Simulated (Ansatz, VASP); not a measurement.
# Si (twisted silicene bilayer, 87.80 deg): VASP beside Ansatz, part 2 of 2

Aim: how closely do two programs agree when they are given the same cell, functional and k mesh? The cell is taken from a series of runs on this material, whose earlier steps may have relaxed, scaled, displaced or heated it; both programs get it as it stands.

VASP 6.6.1 and Ansatz 0.2.0.

So far. Step 4 (Differences): The forces differ by 3.2 meV/Å r.m.s., which is 1.2 % of the r.m.s. force of 0.268 eV/Å (both taken over all components). With vacuum in the cell, a pressure given here is an average over mostly empty space and none of the material.

### 5. VASP: single point, PBE with D3(BJ), pair 2

Level of this step: PBE with D3(BJ); plane waves and PAW (Si) (VASP).

With cell and atoms fixed, the geometry can't cause a difference; cores, projectors, grids and the points listed under the comparison can.

File INCAR:

```
SYSTEM = Si
PREC = Accurate
ENCUT = 400
EDIFF = 1E-06
NELM = 120
ISMEAR = -1
SIGMA = 0.025
LREAL = Auto
ALGO = Normal
GGA = PE
IVDW = 12
NBANDS = 144
LORBIT = 11
LWAVE = .FALSE.
LCHARG = .FALSE.
ISIF = 2
LASPH = .TRUE.
GGA_COMPAT = .FALSE.
NCORE = 2
```

File POSCAR:

```
Si
1.0
   13.9174000000      0.0000000000      0.0000000000
   -6.9587000000     12.0528200000      0.0000000000
    0.0000000000      0.0000000000     20.1400000000
Si
52
Direct
    0.1276100000      0.1788800000      0.4190400000
    0.1801400000      0.0515500000      0.3967700000
    0.2054100000      0.4877900000      0.4197100000
    0.2579500000      0.3597900000      0.3973400000
    0.2826900000      0.7954400000      0.4188800000
    0.3321900000      0.6662300000      0.3974000000
    0.3584300000      0.1007000000      0.4187100000
    0.4100600000      0.9735300000      0.3972800000
    0.4351500000      0.4087100000      0.4194200000
    0.4859300000      0.2818800000      0.3976200000
    0.5112600000      0.7175200000      0.4194300000
    0.5647600000      0.5891800000      0.3970900000
    0.5902300000      0.0266700000      0.4195100000
    0.6405500000      0.8977700000      0.3970000000
    0.6655200000      0.3328300000      0.4189200000
    0.7182700000      0.2058500000      0.3972900000
    0.7420700000      0.6402700000      0.4188700000
    0.7961800000      0.5132700000      0.3966600000
    0.8202500000      0.9482000000      0.4201200000
    0.8707000000      0.8195600000      0.3976900000
    0.8984100000      0.2566500000      0.4197500000
    0.9495300000      0.1284100000      0.3976300000
    0.9734200000      0.5636200000      0.4193900000
    0.0251500000      0.4353700000      0.3975300000
    0.0519100000      0.8724900000      0.4193600000
    0.1024700000      0.7434800000      0.3970300000
    0.2565200000      0.8983700000      0.6031800000
    0.2049200000      0.7169400000      0.5812800000
    0.3328000000      0.6654500000      0.6028000000
    0.2813500000      0.4862600000      0.5820800000
    0.5657100000      0.9750700000      0.6028900000
    0.5134200000      0.7958000000      0.5801600000
    0.1799700000      0.1286400000      0.6025200000
    0.1288600000      0.9495600000      0.5805600000
    0.4097300000      0.4356200000      0.6029600000
    0.3599200000      0.2565100000      0.5809900000
    0.6439900000      0.7448700000      0.6026500000
    0.5885700000      0.5640500000      0.5813300000
    0.8720600000      0.0512300000      0.6019600000
    0.8226500000      0.8725100000      0.5813600000
    0.4876600000      0.2060400000      0.6037500000
    0.4361800000      0.0266000000      0.5803800000
    0.7189600000      0.5128400000      0.6031600000
    0.6663000000      0.3338100000      0.5813300000
    0.9485600000      0.8209300000      0.6024600000
    0.8982100000      0.6416000000      0.5811500000
    0.7932300000      0.2811100000      0.6026400000
    0.7427900000      0.1016500000      0.5803200000
    0.0249900000      0.5897500000      0.6027700000
    0.9750100000      0.4102300000      0.5814700000
    0.1028600000      0.3588500000      0.6021900000
    0.0515200000      0.1804500000      0.5809600000
```

File KPOINTS:

```
Automatic mesh
0
Gamma
1 1 1
0 0 0
```

PAW data sets: Si (PBE family, release 64).

The run is started by

```console
$ mpirun -np 8 vasp_gam
```

Numbers of over 12 decimals in the logs are rounded to 6 here.

The log of the run:

```text
[... set-up lines as in an earlier step ...]
 entering main loop
       N       E                     dE             d eps       ncg     rms          rms(c)
DAV:   1     0.136871444485E+04    0.13687E+04   -0.61339E+04   288   0.888E+02
DAV:   2    -0.823317932433E+02   -0.14510E+04   -0.13943E+04   464   0.180E+02
DAV:   3    -0.248787735880E+03   -0.16646E+03   -0.16421E+03   328   0.644E+01
DAV:   4    -0.255938503280E+03   -0.71508E+01   -0.70938E+01   400   0.159E+01
[...]
DAV:  23    -0.249368834913E+03   -0.12494E-04   -0.46534E-07   232   0.652E-04    0.291E-04
DAV:  24    -0.249368839800E+03   -0.48874E-05   -0.17904E-07   208   0.396E-04    0.101E-04
DAV:  25    -0.249368840406E+03   -0.60587E-06   -0.33154E-08   192   0.193E-04
   1 F= -.26351032E+03 E0= -.26347866E+03  d E =-.633178E-01
```

From OUTCAR (step 5):

```text
 Edisp (eV)  -14.14148

  Total      -6.88040    -8.07189   -18.89939     0.23627     0.29715     0.27418
  in kB      -3.26301    -3.82807    -8.96297     0.11205     0.14092     0.13003
  external pressure =       -5.35 kB  Pullay stress =        0.00 kB

 POSITION                                       TOTAL-FORCE (eV/Angst)
 -----------------------------------------------------------------------------------
      0.53123      2.15601      8.43947         0.250230      0.486896      0.547001
      2.14836      0.62132      7.99095         0.140110     -0.009287      0.014328
     -0.53561      5.87925      8.45296        -0.086847     -0.073274      0.474405
      1.08632      4.33648      8.00243        -0.343113     -0.373289      0.009808
     -1.60092      9.58730      8.43624        -0.022279     -0.189491      0.522217
     -0.01287      8.02995      8.00364         0.055065      0.062426     -0.271024
      4.28767      1.21372      8.43282        -0.183616      0.236233      0.382741
     -1.06753     11.73378      8.00122         0.079034     -0.054857     -0.035824
      3.21207      4.92611      8.44712         0.194493      0.120908      0.477035
      4.80136      3.39745      8.00807         0.056002     -0.107628     -0.113874
      2.12240      8.64814      8.44732         0.183785     -0.106583      0.456945
      3.76006      7.10128      7.99739        -0.602632      0.082556      0.032161
      8.02888      0.32145      8.44893         0.148263      0.176742      0.406545
      2.66748     10.82066      7.99558         0.208325      0.024499      0.048169
[...]
-----------------------------------------------------------------------------------
    total drift:                                0.000443     -0.008825     -0.000119

  FREE ENERGIE OF THE ION-ELECTRON SYSTEM (eV)
  ---------------------------------------------------
  free  energy   TOTEN  =      -263.5103208078 eV

  energy  without entropy=     -263.4470029711  energy(sigma->0) =     -263.47866189

[... 1 part as in an earlier step ...]

[... 2 further parts left out ...]
[key lines of the parts left out:]
E-fermi :  -1.3310
```

### 6. Ansatz: single point, PBE with D3(BJ), pair 2

The same cell, functional, mesh and smearing now go to Ansatz, which takes its cutoff from its data sets.

The cell is taken from a series of runs on this material, whose earlier steps may have relaxed, scaled, displaced or heated it; both programs get it as it stands.

File input.yaml:

```yaml
crystal:
  lattice:
    - [13.9174, 0.0, 0.0]
    - [-6.9587, 12.05282, 0.0]
    - [0.0, 0.0, 20.14]
  atoms:
    - { symbol: Si, position: [0.12761, 0.17888, 0.41904] }
    - { symbol: Si, position: [0.18014, 0.05155, 0.39677] }
    - { symbol: Si, position: [0.20541, 0.48779, 0.41971] }
    - { symbol: Si, position: [0.25795, 0.35979, 0.39734] }
    - { symbol: Si, position: [0.28269, 0.79544, 0.41888] }
    - { symbol: Si, position: [0.33219, 0.66623, 0.3974] }
    - { symbol: Si, position: [0.35843, 0.1007, 0.41871] }
    - { symbol: Si, position: [0.41006, 0.97353, 0.39728] }
    - { symbol: Si, position: [0.43515, 0.40871, 0.41942] }
    - { symbol: Si, position: [0.48593, 0.28188, 0.39762] }
    - { symbol: Si, position: [0.51126, 0.71752, 0.41943] }
    - { symbol: Si, position: [0.56476, 0.58918, 0.39709] }
    - { symbol: Si, position: [0.59023, 0.02667, 0.41951] }
    - { symbol: Si, position: [0.64055, 0.89777, 0.397] }
    - { symbol: Si, position: [0.66552, 0.33283, 0.41892] }
    - { symbol: Si, position: [0.71827, 0.20585, 0.39729] }
    - { symbol: Si, position: [0.74207, 0.64027, 0.41887] }
    - { symbol: Si, position: [0.79618, 0.51327, 0.39666] }
    - { symbol: Si, position: [0.82025, 0.9482, 0.42012] }
    - { symbol: Si, position: [0.8707, 0.81956, 0.39769] }
    - { symbol: Si, position: [0.89841, 0.25665, 0.41975] }
    - { symbol: Si, position: [0.94953, 0.12841, 0.39763] }
    - { symbol: Si, position: [0.97342, 0.56362, 0.41939] }
    - { symbol: Si, position: [0.02515, 0.43537, 0.39753] }
    - { symbol: Si, position: [0.05191, 0.87249, 0.41936] }
    - { symbol: Si, position: [0.10247, 0.74348, 0.39703] }
    - { symbol: Si, position: [0.25652, 0.89837, 0.60318] }
    - { symbol: Si, position: [0.20492, 0.71694, 0.58128] }
    - { symbol: Si, position: [0.3328, 0.66545, 0.6028] }
    - { symbol: Si, position: [0.28135, 0.48626, 0.58208] }
    - { symbol: Si, position: [0.56571, 0.97507, 0.60289] }
    - { symbol: Si, position: [0.51342, 0.7958, 0.58016] }
    - { symbol: Si, position: [0.17997, 0.12864, 0.60252] }
    - { symbol: Si, position: [0.12886, 0.94956, 0.58056] }
    - { symbol: Si, position: [0.40973, 0.43562, 0.60296] }
    - { symbol: Si, position: [0.35992, 0.25651, 0.58099] }
    - { symbol: Si, position: [0.64399, 0.74487, 0.60265] }
    - { symbol: Si, position: [0.58857, 0.56405, 0.58133] }
    - { symbol: Si, position: [0.87206, 0.05123, 0.60196] }
    - { symbol: Si, position: [0.82265, 0.87251, 0.58136] }
    - { symbol: Si, position: [0.48766, 0.20604, 0.60375] }
    - { symbol: Si, position: [0.43618, 0.0266, 0.58038] }
    - { symbol: Si, position: [0.71896, 0.51284, 0.60316] }
    - { symbol: Si, position: [0.6663, 0.33381, 0.58133] }
    - { symbol: Si, position: [0.94856, 0.82093, 0.60246] }
    - { symbol: Si, position: [0.89821, 0.6416, 0.58115] }
    - { symbol: Si, position: [0.79323, 0.28111, 0.60264] }
    - { symbol: Si, position: [0.74279, 0.10165, 0.58032] }
    - { symbol: Si, position: [0.02499, 0.58975, 0.60277] }
    - { symbol: Si, position: [0.97501, 0.41023, 0.58147] }
    - { symbol: Si, position: [0.10286, 0.35885, 0.60219] }
    - { symbol: Si, position: [0.05152, 0.18045, 0.58096] }
kpoints:
  mp_grid: { grid: [1, 1, 1] }
hamiltonian:
  xc: pbe
  dispersion: d3bj
scf:
  occupations: { method: fermi_dirac, width: 0.025 }
output:
  forces: true
  populations: true
  dos:
    method: { smearing: { sigma: 0.15 } }
    de: 0.1
    projected:
      site_lists:
        Si: [Si]
        layer_1: [0, 1, 2, 3, 4, 5, 6, 7, 8, 9, 10, 11, 12, 13, 14, 15, 16, 17, 18, 19, 20, 21, 22, 23, 24, 25]
        layer_2: [26, 27, 28, 29, 30, 31, 32, 33, 34, 35, 36, 37, 38, 39, 40, 41, 42, 43, 44, 45, 46, 47, 48, 49, 50, 51]
  eigenvalues: true
```

The run is started by

```console
$ ansatz run input.yaml --threads 32 --pin off --max-ram 92160MiB --backend cuda --events-out ev --progress --plain --runs-dir out --max-vram 78GiB
```

The log of the run:

```text
[...]
GPU FFT provider: cuFFT
GPU libraries: cuBLAS 13.8.1, cuFFT 12.4.0, cuSOLVER 12.3.2
[...]
Crystal: 52 atoms, lattice volume = 3378.362 Å³
Basis set: ecut = 420 eV, 66097 PW (Γ), exchange–correlation on 192×192×270 points (8 copies of the dense FFT grid, shifted against one another)
Bands: 156, of which v1, the nominal top of the filled ones, is band 104 counted from 1 (103 counted from 0)
[...]
Free energy (F): -33043.550478 eV
[...]
Internal energy: -33043.487216 eV  (E = F + TS)
E sigma→0 (E₀):  -33043.518847 eV
Entropy (-TS):   -0.063261 eV (-1.217 meV/atom)
Fermi energy:    -1.204012 eV
[...]
--- Forces (eV/Å), atoms counted from 1 ---
[... 52 lines of forces left out ...]
  max |Σ_I F_I| component: 5.81e-5 eV/Å
--- Band table (eV) ---
--- Löwdin populations: 52 sites ---
  site symbol       q [e]
[... 52 lines, one an atom, left out ...]
  spilling = 0.012577 (of n_electrons = 208.000000)
[key lines of the parts left out:]
SCF converged after 12 iterations
```

### 7. Differences

Forces on 10 of the 52 atoms, those with the largest forces and the largest differences (eV/Å; atoms numbered as in POSCAR):

| atom | Ansatz x, y, z | VASP x, y, z |
| --- | --- | --- |
| Si1 | 0.250, 0.488, 0.552 | 0.250, 0.487, 0.547 |
| Si6 | 0.057, 0.063, -0.277 | 0.055, 0.062, -0.271 |
| Si15 | 0.068, 0.205, 0.700 | 0.066, 0.204, 0.697 |
| Si17 | 0.472, 0.143, 0.415 | 0.471, 0.143, 0.409 |
| Si21 | -0.059, -0.238, 0.381 | -0.060, -0.237, 0.374 |
| Si36 | -0.216, -0.112, -0.391 | -0.215, -0.112, -0.385 |
| Si38 | 0.623, 0.057, -0.389 | 0.622, 0.056, -0.384 |
| Si40 | -0.422, -0.068, -0.655 | -0.421, -0.068, -0.649 |
| Si44 | 0.070, -0.029, -0.783 | 0.069, -0.028, -0.779 |
| Si50 | -0.427, -0.352, -0.404 | -0.426, -0.351, -0.400 |

The forces differ by 3.2 meV/Å r.m.s., which is 1.2 % of the r.m.s. force of 0.277 eV/Å (both taken over all components). With vacuum in the cell, a pressure given here is an average over mostly empty space and none of the material.

### 8. Summary of results

```yaml
r_m_s_force_difference_single_point_pbe_with_d3_bj_pair_1: 1.2 % of the r.m.s. force
r_m_s_force_difference_single_point_pbe_with_d3_bj_pair_2: 1.2 % of the r.m.s. force
```

The r.m.s. force difference is 1.2 % of the r.m.s. force (single point, PBE with D3(BJ), pair 1), within the 3 % picked in this series as the mark of a large difference. How closely two codes agree says nothing of how well the functional describes the real material.

[Lines on the potential files, build, host, timing and source positions are cut from VASP's logs without a mark.]

[Logs are printed without paths, hosts, clocks, repeated set-up lines and the standing remarks that a program may print on its own settings, such as how far it seeks lower states.]

[Hosts, paths, dates, database ids (printed as entryN), source tags and the programs' standing remarks are cut or masked in the printed files.]
